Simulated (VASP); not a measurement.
OSZICAR of a VASP run on ZnS (wurtzite):

OSZICAR:
```
       N       E                     dE             d eps       ncg     rms          rms(c)
DAV:   1     0.244578629626E+03    0.24458E+03   -0.17834E+04  1056   0.201E+03
DAV:   2     0.165823819586E+02   -0.22800E+03   -0.22283E+03  1104   0.377E+02
DAV:   3    -0.506250457457E+01   -0.21645E+02   -0.21558E+02  1278   0.119E+02
DAV:   4    -0.554782678263E+01   -0.48532E+00   -0.48481E+00  1230   0.184E+01
DAV:   5    -0.555695012520E+01   -0.91233E-02   -0.91224E-02  1320   0.243E+00    0.105E+01
DAV:   6    -0.472524309329E+01    0.83171E+00   -0.20063E+00  1624   0.432E+01    0.806E+00
DAV:   7    -0.476416951093E+01   -0.38926E-01   -0.19733E+00  1164   0.813E+00    0.342E+00
DAV:   8    -0.474224534827E+01    0.21924E-01   -0.11547E-01  1412   0.441E+00    0.114E+00
DAV:   9    -0.474277412609E+01   -0.52878E-03   -0.21974E-02  1470   0.247E+00    0.285E-01
DAV:  10    -0.474286756996E+01   -0.93444E-04   -0.10603E-03  1206   0.397E-01    0.167E-01
DAV:  11    -0.474299765415E+01   -0.13008E-03   -0.20332E-04  1212   0.115E-01    0.544E-02
DAV:  12    -0.474300083787E+01   -0.31837E-05   -0.26149E-05  1584   0.874E-02    0.114E-02
DAV:  13    -0.474300181428E+01   -0.97641E-06   -0.42237E-06  1224   0.152E-02    0.704E-03
DAV:  14    -0.474300207940E+01   -0.26512E-06   -0.40996E-07  1128   0.658E-03    0.121E-03
DAV:  15    -0.474300208026E+01   -0.85629E-09   -0.34651E-08   876   0.203E-03
   1 F= -.47430021E+01 E0= -.47430021E+01  d E =-.474300E+01
       N       E                     dE             d eps       ncg     rms          rms(c)
DAV:   1    -0.474332963762E+01   -0.32756E-03   -0.14489E-02  1062   0.880E-01    0.927E-02
DAV:   2    -0.474319227493E+01    0.13736E-03   -0.43101E-04  1436   0.303E-01    0.552E-02
DAV:   3    -0.474312006317E+01    0.72212E-04   -0.97166E-05  1262   0.125E-01    0.137E-02
DAV:   4    -0.474311989848E+01    0.16469E-06   -0.32584E-05  1140   0.484E-02    0.868E-03
DAV:   5    -0.474311995116E+01   -0.52678E-07   -0.19861E-06  1290   0.157E-02    0.625E-03
DAV:   6    -0.474311989139E+01    0.59774E-07   -0.35096E-07  1088   0.949E-03
   2 F= -.47431199E+01 E0= -.47431199E+01  d E =-.117811E-03
       N       E                     dE             d eps       ncg     rms          rms(c)
DAV:   1    -0.474439549938E+01   -0.12755E-02   -0.80212E-02  1062   0.207E+00    0.218E-01
DAV:   2    -0.474363379378E+01    0.76171E-03   -0.23863E-03  1436   0.710E-01    0.130E-01
DAV:   3    -0.474323548258E+01    0.39831E-03   -0.53881E-04  1238   0.293E-01    0.326E-02
DAV:   4    -0.474323437130E+01    0.11113E-05   -0.18064E-04  1146   0.114E-01    0.205E-02
DAV:   5    -0.474323467807E+01   -0.30677E-06   -0.11156E-05  1242   0.370E-02    0.148E-02
DAV:   6    -0.474323429996E+01    0.37811E-06   -0.20884E-06  1336   0.226E-02    0.327E-03
DAV:   7    -0.474323436597E+01   -0.66012E-07   -0.67175E-07  1092   0.683E-03
   3 F= -.47432344E+01 E0= -.47432344E+01  d E =-.232286E-03
```

Which electronic solver shows in the log?

It is blocked Davidson (ALGO = Normal, or the opening steps of other solvers). The INCAR had ALGO = Normal.

Can the final energy be trusted as converged?

The run converged. It stopped with EDIFF = 1E-7, NELM = 100, NSW = 30 and EDIFFG = -0.01 after 3 ionic steps (optB86b-vdW, plane waves, VASP's PBE PAW potentials (set 64)).

The compound is ZnS in the wurtzite structure, the high-temperature form. This cell is one point of a volume scan, at 0.97 of the reference volume. Symmetry was kept, so distortions that lower it aren't found.
